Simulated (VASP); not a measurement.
Given:

```
CELL_PARAMETERS angstrom
      0.00000     3.22547     3.22547
      3.22547     0.00000     3.22547
      3.22547     3.22547     0.00000
ATOMIC_POSITIONS crystal
  Ba 0.00000 0.00000 0.00000
  S  0.50000 0.50000 0.50000
```

These are r2SCAN meta-GGA, VASP's PBE PAW potentials (set 64) (plane waves; VASP) values and carry that method's errors. Settings: 480 eV cut-off, 7×7×7 Γ-centred mesh, Gaussian smearing of 0.050 eV, potentials Ba_sv S.

### Question
What does the run give for the energy per atom (σ→0)?

### Answer

| Item | Result |
|---|---|
| energy per atom (σ→0) | -19.603 eV/atom |

The absolute energy has meaning only against runs of the same code, potentials and settings.

The compound is BaS in the rock salt structure. It was relaxed first. The start is the result of an earlier pass.
